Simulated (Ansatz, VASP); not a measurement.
**NiS: VASP beside Ansatz**

File INCAR:

```
PREC = Accurate ; ENCUT = 520
EDIFF = 1E-6 ; ISMEAR = 0
SIGMA = 0.05 ; LREAL = False
LASPH = True ; NELM = 150
ALGO = Normal ; ISIF = 2
LWAVE = False ; LCHARG = False
ISPIN = 2 ; MAGMOM = 2 2 0 0
LORBIT = 11 ; LMAXMIX = 4
LDAU = True ; LDAUTYPE = 2
LDAUL = 2 -1 ; LDAUU = 4 0
LDAUJ = 0 0 ; LDAUPRINT = 1
GGA = CA ; NBANDS = 28
```

Contents of KPOINTS:

```
Automatic mesh
0
Gamma
  6 6 4
```

POSCAR

```
NiS
1.0
    3.4250012100      0.0000000000      0.0000000000
   -1.7125006100      2.9661380600      0.0000000000
    0.0000000000      0.0000000000      5.3399998700
Ni S
2 2
Direct
    0.0000000000      0.0000000000      0.0000000000
    0.0000000000      0.0000000000      0.5000000000
    0.3333333333      0.6666666667      0.2500000000
    0.6666666667      0.3333333333      0.7500000000
```

Input for Ansatz:

```yaml
crystal:
  lattice:
    - [3.42500121, 0.0, 0.0]
    - [-1.71250061, 2.96613806, 0.0]
    - [0.0, 0.0, 5.33999987]
  atoms:
    - { symbol: Ni, position: [0.0, 0.0, 0.0], spin: 2.0 }
    - { symbol: Ni, position: [0.0, 0.0, 0.5], spin: 2.0 }
    - { symbol: S, position: [0.3333333333, 0.6666666667, 0.25] }
    - { symbol: S, position: [0.6666666667, 0.3333333333, 0.75] }
basis:
  ecutwfc: 420
  ecutrho_ratio: 4
kpoints:
  mp_grid: { grid: [6, 6, 4] }
hamiltonian:
  xc: lda
  hubbard:
    sites: [{ site: 0, l: d, u_eff: 4.0 }, { site: 1, l: d, u_eff: 4.0 }]
scf:
  occupations: { method: gaussian, width: 0.05 }
  lower_state_search: "off"
  max_iter: 150
output:
  forces: true
  stress: true
  eigenvalues: true
  populations: true
  hubbard: { sites: [{ site: 0, l: d }, { site: 1, l: d }] }
magnetization:
  spin_polarized: true
```

Alike in both runs: task single point; functional LDA; k mesh 6 × 6 × 4; occupations gaussian, width 0.05 eV; collinear spin; Hubbard terms Ni d U = 4.0 eV.

|  | VASP | Ansatz |
| --- | --- | --- |
| version | VASP 6.6.1 | Ansatz 0.2.0 |
| potentials or method | VASP PAW LDA potentials, release 64 (Ni, S) | scalar-relativistic, plane waves, PAW |
| plane-wave cutoff (eV) | 520 | 420 |
| valence electrons in the cell | 32 | 48 |

```csv
,VASP,Ansatz,Ansatz less VASP
gap on the k mesh at the Fermi level (eV),none,none,-
pressure (GPa),-12.2,-9.3,+2.83
largest component of the traceless stress (GPa),1.78,1.96,+0.182
net moment per atom (μB),0.48,0.43,-0.053
size of the moment on the site where the two differ most (μB),0.80,0.71,-0.091
```

Site moments also hang on the region over which each program counts them. The programs project onto different local orbitals, so the same U acts differently. A gap of «none» marks a metal or a gap that the smearing closes. The two sets of potentials don't hold the same shells in valence. Ansatz warned: «filled_band_counts_differ_across_k_points».

The state reached can hang on the start; a lower one may exist.
